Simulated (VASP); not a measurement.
Consider the following.

```xyz
2
Lattice="0.0000 2.3986 2.3986 2.3986 0.0000 2.3986 2.3986 2.3986 0.0000" Properties=species:S:1:pos:R:3 pbc="T T T"
Ca     0.0000     0.0000     0.0000
O      2.3986     2.3986     2.3986
```

Calculation: optB86b-vdW, VASP's PBE PAW potentials (set 64) (plane waves; VASP 6.6.1). Run with 520 eV cut-off, Gaussian smearing of 0.050 eV, potentials Ca_sv O.

Problem. Give the energies of bands 6 to 11 at the high-symmetry points, in eV from the valence-band maximum.

Solution. 
| band | Γ | X | U | L | W |
|---|---|---|---|---|---|
| 6 | 0.00 | -1.29 | -1.34 | -2.65 | -1.29 |
| 7 | 0.00 | -0.37 | -1.21 | -1.22 | -1.06 |
| 8 | 0.00 | -0.37 | -0.79 | -1.22 | -1.06 |
| 9 | 4.82 | 3.63 | 5.14 | 7.08 | 6.33 |
| 10 | 6.22 | 8.10 | 8.03 | 8.37 | 6.33 |
| 11 | 6.22 | 8.93 | 8.61 | 8.37 | 8.44 |

The gap is indirect, 3.63 eV, from the valence maximum at Γ to the conduction minimum at X.

The compound is CaO in the rock salt structure. It was relaxed first.
